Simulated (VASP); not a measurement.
Consider the following.

```
CELL_PARAMETERS angstrom
      2.84416     0.00000     0.00000
      0.00000     2.84416     0.00000
      0.00000     0.00000     2.84416
ATOMIC_POSITIONS crystal
  Al 0.50000 0.50000 0.50000
  Co 0.00000 0.00000 0.00000
```

Calculation: r2SCAN+rVV10, VASP's PBE PAW potentials (set 64) (plane waves; VASP). Settings: 520 eV cut-off, 13×13×13 Γ-centred mesh, first-order Methfessel-Paxton smearing of 0.10 eV, potentials Al Co.

Estimate the energy per atom (σ→0), pressure, band gap (on the k-mesh) with the smallest direct gap where there is one.

* **band gap (on the k-mesh)**: none (metal, semimetal or under 0.01 eV)
* **energy per atom (σ→0)**: -10.399 eV/atom
* **pressure**: -5.59 GPa

The absolute energy has meaning only against runs of the same code, potentials and settings.

The compound is CoAl in the CsCl type structure. This cell is one point of a volume scan, at 1.03 of the reference volume. The run is not spin-polarised, so no magnetic state was tried.
